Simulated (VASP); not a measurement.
# YHg (Pm-3m) in VASP: further runs

Runs on YHg. Level: LDA. Tasks: single point, relaxation of cell and atoms.

Program: VASP 6.6.1. These are calculated values, not measurements. Logs are shortened: lines on timing, memory, paths and dates and some standing lists are left out, and cuts for length are marked.

**1. The crystal as given**

The structure is cubic, space group Pm-3m (No. 221). The conventional cell has a = 3.727 Å, b = 3.727 Å, c = 3.727 Å, α = 90.00°, β = 90.00°, γ = 90.00°. Y (site symmetry m-3m) has 8 Hg at 3.23 Å as nearest neighbours. Around Hg (site symmetry m-3m) lie 8 Y at 3.23 Å.

**2. Single point, LDA (relaxed again under DFT LDA, scalar-relativistic, plane waves, PAW)**

INCAR reads:

```
SYSTEM = YHg
ALGO = Normal ; EDIFF = 1E-6
ENCUT = 520 ; GGA = CA
ISIF = 2 ; ISMEAR = 0
LASPH = .TRUE. ; LCHARG = .TRUE.
LELF = .TRUE. ; LREAL = .FALSE.
LVHAR = .TRUE. ; LWAVE = .FALSE.
NBANDS = 18 ; NELM = 60
PREC = Accurate ; SIGMA = 0.1
```

KPOINTS reads:

```
k-points
0
G
  12 12 12
  0 0 0
```

POSCAR reads:

```
YHg
1.0
    3.6247770847      0.0000000000      0.0000000000
    0.0000000000      3.6247770847      0.0000000000
    0.0000000000      0.0000000000      3.6247770847
Y Hg
1 1
Direct
    0.5000000000      0.5000000000      0.5000000000
    0.0000000000      0.0000000000      0.0000000000
```

Potentials or basis: VASP PAW LDA potentials, release 64 (Y_sv, Hg).

Launch:

```bash
> cat potpaw_LDA.64/Y_sv/POTCAR potpaw_LDA.64/Hg/POTCAR > POTCAR
> mpirun -np 1 vasp_std > vasp.out
```

OUTCAR:

```text
SYSTEM = YHg
   EDIFF = 1E-6
   ENCUT = 520
   GGA = CA
   ISIF = 2
   ISMEAR = 0
   LASPH = .TRUE.
   LREAL = .FALSE.
   NELM = 60
   PREC = Accurate

 ion  position               nearest neighbor table
   1  0.500  0.500  0.500-   2 3.14   2 3.14   2 3.14   2 3.14   2 3.14   2 3.14   2 3.14   2 3.14

   2  0.000  0.000  0.000-   1 3.14   1 3.14   1 3.14   1 3.14   1 3.14   1 3.14   1 3.14   1 3.14

  LATTYP: Found a simple cubic cell.
 ALAT       =     3.6247770847

  Lattice vectors:

 A1 = (   3.6247770847,   0.0000000000,   0.0000000000)
 A2 = (   0.0000000000,   3.6247770847,   0.0000000000)
 A3 = (   0.0000000000,   0.0000000000,   3.6247770847)

Analysis of symmetry for initial positions (statically):
=====================================================================
 Subroutine PRICEL returns:
 Original cell was already a primitive cell.

 Routine SETGRP: Setting up the symmetry group for a
 simple cubic supercell.

 Subroutine GETGRP returns: Found 48 space group operations
 (whereof 48 operations were pure point group operations)
 out of a pool of 48 trial point group operations.

The static configuration has the point symmetry O_h .

Analysis of symmetry for dynamics (positions and initial velocities):
=====================================================================
 Subroutine PRICEL returns:
 Original cell was already a primitive cell.

 Routine SETGRP: Setting up the symmetry group for a
 simple cubic supercell.

 Subroutine GETGRP returns: Found 48 space group operations
 (whereof 48 operations were pure point group operations)
 out of a pool of 48 trial point group operations.

The dynamic configuration has the point symmetry O_h .

 Subroutine INISYM returns: Found 48 space group operations
 (whereof 48 operations are pure point group operations),
 and found     1 'primitive' translations

----------------------------------------------------------------------------------------

                                     Primitive cell

  volume of cell :      47.6260

  direct lattice vectors                    reciprocal lattice vectors
     3.624777085  0.000000000  0.000000000     0.275879034  0.000000000  0.000000000
     0.000000000  3.624777085  0.000000000     0.000000000  0.275879034  0.000000000
     0.000000000  0.000000000  3.624777085     0.000000000  0.000000000  0.275879034

  length of vectors
     3.624777085  3.624777085  3.624777085     0.275879034  0.275879034  0.275879034

  position of ions in fractional coordinates (direct lattice)
     0.500000000  0.500000000  0.500000000
     0.000000000  0.000000000  0.000000000

  ion indices of the primitive-cell ions
   primitive index   ion index
                 1           1
                 2           2

----------------------------------------------------------------------------------------

 KPOINTS: k-points

Automatic generation of k-mesh.
 Grid dimensions read from file:
 generate k-points for:   12   12   12

 Generating k-lattice:

  Cartesian coordinates                     Fractional coordinates (reciprocal lattice)
     0.022989919  0.000000000  0.000000000     0.083333333  0.000000000  0.000000000
     0.000000000  0.022989919  0.000000000     0.000000000  0.083333333  0.000000000
     0.000000000  0.000000000  0.022989919     0.000000000  0.000000000  0.083333333

  Length of vectors
     0.022989919  0.022989919  0.022989919

  Shift w.r.t. Gamma in fractional coordinates (k-lattice)
     0.000000000  0.000000000  0.000000000

 Subroutine IBZKPT returns following result:
 ===========================================

 Found     84 irreducible k-points:

 Following reciprocal coordinates:
            Coordinates               Weight
  0.000000  0.000000  0.000000      1.000000
  0.083333  0.000000  0.000000      6.000000
  0.166667  0.000000  0.000000      6.000000
  0.250000  0.000000  0.000000      6.000000
  0.333333  0.000000  0.000000      6.000000
  0.416667  0.000000  0.000000      6.000000
[... 16 lines left out ...]
  0.333333  0.333333  0.000000     12.000000
  0.416667  0.333333  0.000000     24.000000
 [... further k-points ...]
   k-points           NKPTS =     84   k-points in BZ     NKDIM =     84   number of bands    NBANDS=     18
   number of dos      NEDOS =    301   number of ions     NIONS =      2
   total plane-waves  NPLWV =  21952
   dimension x,y,z NGX =    28 NGY =   28 NGZ =   28
   dimension x,y,z NGXF=    56 NGYF=   56 NGZF=   56
   ions per type =               1   1
   NGX,Y,Z   is equivalent  to a cutoff of  12.84, 12.84, 12.84 a.u.
   NGXF,Y,Z  is equivalent  to a cutoff of  25.68, 25.68, 25.68 a.u.
 SYSTEM =  YHg
   PREC   = accura    normal or accurate (medium, high low for compatibility)
   ISTART =      0    job   : 0-new  1-cont  2-samecut
   ICHARG =      2    charge: 1-file 2-atom 10-const
   ISPIN  =      1    spin polarized calculation?
   LNONCOLLINEAR =      F non collinear calculations
   LSORBIT =      F    spin-orbit coupling
   LASPH  =      T    aspherical Exc in radial PAW
   ENCUT  =  520.0 eV  38.22 Ry    6.18 a.u.   6.74  6.74  6.74*2*pi/ulx,y,z
   NELM   =     60;   NELMIN=  2; NELMDL= -5     # of ELM steps
   EDIFF  = 0.1E-05   stopping-criterion for ELM
   LREAL  =      F    real-space projection
   EDIFFG = 0.1E-04   stopping-criterion for IOM
   NSW    =      0    number of steps for IOM
   IBRION =     -1    ionic relax: 0-MD 1-quasi-New 2-CG
   NFREE  =      0    steps in history (QN), initial steepest desc. (CG)
   ISIF   =      2    stress and relaxation
   ISYM   =      2    0-nonsym 1-usesym 2-fastsym
   POTIM  = 0.5000    time-step for ionic-motion
   TEBEG  =    0.0;   TEEND  =   0.0 temperature during run
   PSTRESS=    0.0 pullay stress
   NELECT =      23.0000    total number of electrons
   NUPDOWN=      -1.0000    fix difference up-down
   EMIN   =  10.00;   EMAX   =-10.00  energy-range for DOS
   EFERMI =   0.00;   METHOD = LEGACY
   ISMEAR =     0;   SIGMA  =   0.10  broadening in eV -4-tet -1-fermi 0-gaus
   EFERMI_NEDOS =   21; number of points for ismear=-14 and -15
   IALGO  =     38    algorithm
   IMIX   =      4    mixing-type and parameters
     AMIX     =   0.40;   BMIX     =  1.00
     AMIX_MAG =   1.60;   BMIX_MAG =  1.00
  volume/ion in A,a.u.               =      23.81       160.70
  Fermi-wavevector in a.u.,A,eV,Ry     =   1.284407  2.427178 22.445564  1.649702
  Thomas-Fermi vector in A             =   2.416603
   LORBIT       =      0    0 simple, 1 ext, 2 COOP (PROOUT), +10 PAW based schemes
   GGA     = CA    functional components
   LHFCALC =     F    Hartree Fock is set to
   AEXX    =    0.0000 exact exchange contribution
   IVDW    =     0    specifies the selected vdW correction
   LEPSILON=     F    determine dielectric tensor
   LRPA    =     F    only Hartree local field effects (RPA)
 non-spin polarized calculation
 Gauss-broadening in eV      SIGMA  =   0.10
  energy-cutoff  :      520.00
  volume of cell :       47.63
 maximum number of plane-waves:      1328
 NGX is ok and might be reduce to    28
   NGX = 13   NGY = 13   NGZ = 13

 number of electron      22.9999994 magnetization

 Free energy of the ion-electron system (eV)
  ---------------------------------------------------
  ext. energy  EPLUGINS =         0.00000000
  ---------------------------------------------------
  free energy    TOTEN  =        -9.21091368 eV

  energy without entropy =       -9.19964386  energy(sigma->0) =       -9.20527877

 E-fermi :   4.1783     XC(G=0): -11.0901

 val. band max:        4.1746648538   @ k =   0.1667   0.0833   0.0000
 cond. band min:       4.1896996763   @ k =   0.3333   0.2500   0.0833
 fundamental gap:      0.0150348225
 Fermi energy:         4.1783197924

 k-point     1 :       0.0000    0.0000    0.0000
  band No.  band energies     occupation
      1     -38.6321      2.00000
      2     -18.6363      2.00000
      3     -18.6363      2.00000
      4     -18.6363      2.00000
      5      -4.0557      2.00000
      6      -3.7793      2.00000
[... 10 lines left out ...]
     17       8.8059      0.00000
     18       8.8059      0.00000

 k-point     2 :       0.0833    0.0000    0.0000
  band No.  band energies     occupation
      1     -38.6307      2.00000
      2     -18.6584      2.00000
      3     -18.6349      2.00000
      4     -18.6349      2.00000
      5      -3.9521      2.00000
      6      -3.7677      2.00000
[... 10 lines left out ...]
     17       9.5564      0.00000
     18       9.5564      0.00000

 k-point     3 :       0.1667    0.0000    0.0000
  band No.  band energies     occupation
      1     -38.6268      2.00000
      2     -18.7184      2.00000
      3     -18.6311      2.00000
      4     -18.6311      2.00000
      5      -3.7357      2.00000
      6      -3.7282      2.00000
[... 10 lines left out ...]
     17      10.6310      0.00000
     18      10.6310      0.00000

 k-point     4 :       0.2500    0.0000    0.0000
  band No.  band energies     occupation
      1     -38.6215      2.00000
      2     -18.7989      2.00000
      3     -18.6260      2.00000
      4     -18.6260      2.00000
      5      -3.6912      2.00000
      6      -3.5779      2.00000
[... 375 lines left out ...]
      4     -18.5990      2.00000
      5      -3.5815      2.00000
      6      -3.5576      2.00000
[... 10 lines left out ...]
     17      11.1062      0.00000
     18      11.9589      0.00000

 k-point    23 :       0.3333    0.3333    0.0000
  band No.  band energies     occupation
      1     -38.6013      2.00000
      2     -18.8471      2.00000
      3     -18.8317      2.00000
      4     -18.5982      2.00000
      5      -3.6327      2.00000
      6      -3.5712      2.00000
[... 10 lines left out ...]
     17       9.9291      0.00000
     18      12.4756      0.00000

 k-point    24 :       0.4167    0.3333    0.0000
  band No.  band energies     occupation
      1     -38.5977      2.00000
      2     -18.8915      2.00000
      3     -18.8297      2.00000
      4     -18.5926      2.00000
      5      -3.6709      2.00000
      6      -3.6054      2.00000
[... 10 lines left out ...]
     17      10.2099      0.00000
     18      11.7584      0.00000

 [... further k-points ...]
[... 5 lines left out ...]
  --------------------------------------------------------------------------------------
  -------------------------------------------------------------------------------------
  Total        0.0690962      0.0690962      0.0690962     -0.0000000     -0.0000000      0.0000000
  in kB        2.3244522      2.3244522      2.3244522     -0.0000000     -0.0000000      0.0000000
  external PRESSURE =       2.3244522 kB  Pullay stress =       0.0000000 kB

 VOLUME and BASIS-vectors are now :
 -----------------------------------------------------------------------------
  energy-cutoff  :      520.00
  volume of cell :       47.63
      direct lattice vectors                 reciprocal lattice vectors
     3.624777085  0.000000000  0.000000000     0.275879034  0.000000000  0.000000000
     0.000000000  3.624777085  0.000000000     0.000000000  0.275879034  0.000000000
     0.000000000  0.000000000  3.624777085     0.000000000  0.000000000  0.275879034

 POSITION                                       TOTAL-FORCE (eV/Angst)
 -----------------------------------------------------------------------------------
      1.81239      1.81239      1.81239         0.000000      0.000000      0.000000
      0.00000      0.00000      0.00000         0.000000      0.000000      0.000000
 -----------------------------------------------------------------------------------
    total drift:                               -0.000000      0.000000      0.000000

  FREE ENERGIE OF THE ION-ELECTRON SYSTEM (eV)
  ---------------------------------------------------
  free  energy   TOTEN  =        -9.2109136816 eV

  energy  without entropy=       -9.1996438569  energy(sigma->0) =       -9.20527877
```

It took 22 s on 1 thread of Intel Xeon 6975P-C (Granite Rapids), shared host; peak memory 0.21 GiB.

What came out:

```
Free energy            : -9.2109 eV
Pressure               : 0.2 GPa
Band gap on the k mesh : none (metal or under the smearing width)
```

**3. Relaxation of cell and atoms, LDA**

INCAR reads:

```
SYSTEM = YHg
  PREC = Accurate
  ENCUT = 600
  EDIFF = 1E-6
  ISMEAR = 0
  SIGMA = 0.1
  LREAL = .False.
  LASPH = .True.
  NELM = 100
  ALGO = Fast
  ISIF = 3
  LWAVE = .False.
  LCHARG = .False.
  GGA = CA
  IBRION = 2
  NSW = 70
  EDIFFG = -0.005
```

KPOINTS reads:

```
Automatic mesh
0
Gamma
  12 12 12
  0 0 0
```

POSCAR reads:

```
YHg
1.0
    3.7274211144      0.0000000000      0.0000000000
    0.0000000000      3.7274211144      0.0000000000
    0.0000000000      0.0000000000      3.7274211144
Y Hg
1 1
Direct
    0.5000000000      0.5000000000      0.5000000000
    0.0000000000      0.0000000000      0.0000000000
```

Potentials or basis: VASP PAW LDA potentials, release 64 (Y_sv, Hg).

Launch:

```bash
> cat potpaw_LDA.64/Y_sv/POTCAR potpaw_LDA.64/Hg/POTCAR > POTCAR
> mpirun -np 1 vasp_std > vasp.out
```

OUTCAR:

```text
SYSTEM = YHg
   PREC = Accurate
   ENCUT = 600
   EDIFF = 1E-6
   ISMEAR = 0
   LREAL = .False.
   LASPH = .True.
   NELM = 100
   ISIF = 3
   GGA = CA
   IBRION = 2
   NSW = 70
   EDIFFG = -0.005

 ion  position               nearest neighbor table
   1  0.500  0.500  0.500-   2 3.23   2 3.23   2 3.23   2 3.23   2 3.23   2 3.23   2 3.23   2 3.23

   2  0.000  0.000  0.000-   1 3.23   1 3.23   1 3.23   1 3.23   1 3.23   1 3.23   1 3.23   1 3.23

  LATTYP: Found a simple cubic cell.
 ALAT       =     3.7274211144

  Lattice vectors:

 A1 = (   3.7274211144,   0.0000000000,   0.0000000000)
 A2 = (   0.0000000000,   3.7274211144,   0.0000000000)
 A3 = (   0.0000000000,   0.0000000000,   3.7274211144)

Analysis of symmetry for initial positions (statically):
=====================================================================
 Subroutine PRICEL returns:
[... 231 lines left out ...]
     10      -2.9159      2.00000
     11       4.7678      0.00042
     12       4.7678      0.00042
     13       9.1687      0.00000
     14       9.2958      0.00000
[... 450 lines left out ...]
--------------------------------------- Ionic step        3  -------------------------------------------

 number of electron      23.0000004 magnetization

 Free energy of the ion-electron system (eV)
  ---------------------------------------------------
  ext. energy  EPLUGINS =         0.00000000
  ---------------------------------------------------
  free energy    TOTEN  =        -9.21134850 eV

  energy without entropy =       -9.20011462  energy(sigma->0) =       -9.20573156

 E-fermi :   4.1501     XC(G=0): -11.0715

 val. band max:        4.1450220534   @ k =   0.1667   0.0833   0.0000
 cond. band min:       4.1604495461   @ k =   0.3333   0.2500   0.0833
 fundamental gap:      0.0154274926
 Fermi energy:         4.1501091810

 k-point     1 :       0.0000    0.0000    0.0000
  band No.  band energies     occupation
      1     -38.6720      2.00000
      2     -18.6760      2.00000
      3     -18.6760      2.00000
      4     -18.6760      2.00000
      5      -4.0635      2.00000
      6      -3.7908      2.00000
      7      -3.7908      2.00000
      8      -3.1468      2.00000
      9      -3.1468      2.00000
     10      -3.1468      2.00000
     11       4.3904      0.00068
     12       4.3904      0.00068
     13       8.1091      0.00000
     14       8.1091      0.00000
[... 444 lines left out ...]
  FREE ENERGIE OF THE ION-ELECTRON SYSTEM (eV)
  ---------------------------------------------------
  free  energy   TOTEN  =        -9.2113485034 eV

  energy  without entropy=       -9.2001146210  energy(sigma->0) =       -9.20573156

 reached required accuracy - stopping structural energy minimisation
```

CONTCAR:

```text
YHg
   1.00000000000000
     3.6294600779876975    0.0000000000000000    0.0000000000000000
     0.0000000000000000    3.6294600779876975   -0.0000000000000000
    -0.0000000000000000   -0.0000000000000000    3.6294600779876975
  Y               Hg
     1     1
Direct
     0.5000000000000000    0.5000000000000000    0.5000000000000000
     0.0000000000000000    0.0000000000000000    0.0000000000000000

  0.00000000E+00  0.00000000E+00  0.00000000E+00
  0.00000000E+00  0.00000000E+00  0.00000000E+00
```

Run time: 1.9 min. Hardware: 1 thread of Intel Xeon 6975P-C (Granite Rapids), shared host; peak memory 0.26 GiB.

What came out:

```
Free energy                            : -9.2113 eV
Relaxed volume                         : 23.91 Å³/atom
Relaxed cell                           : a = 3.629 Å, b = 3.629 Å, c = 3.629 Å, α = 90.00°, β = 90.00°, γ = 90.00°
Space group after relaxing (to 0.05 Å) : Pm-3m (No. 221)
Energy gained by relaxing              : 36.4 meV/atom
Ionic steps                            : 3
Pressure after relaxing                : 0.0 GPa
Band gap on the k mesh                 : none (metal or under the smearing width)
```

Step by step:
```
step  energy change (eV)  largest force (eV/Å)  pressure (GPa)  volume (Å³)
   1              0.0000                0.0000           -5.44        51.79
   2             -0.0417                0.0000            4.48        45.48
   3             -0.0728                0.0000           -0.02        47.81
```

Final structure:
```yaml
crystal:
  lattice:
    - [3.62946, 0.00000, 0.00000]
    - [0.00000, 3.62946, 0.00000]
    - [0.00000, 0.00000, 3.62946]
  atoms:
    - { symbol: Y, position: [0.50000, 0.50000, 0.50000] }
    - { symbol: Hg, position: [0.00000, 0.00000, 0.00000] }
```

The run has no spin-orbit coupling, so splittings on Hg are missing. Zero-point motion and thermal expansion aren't in these numbers.
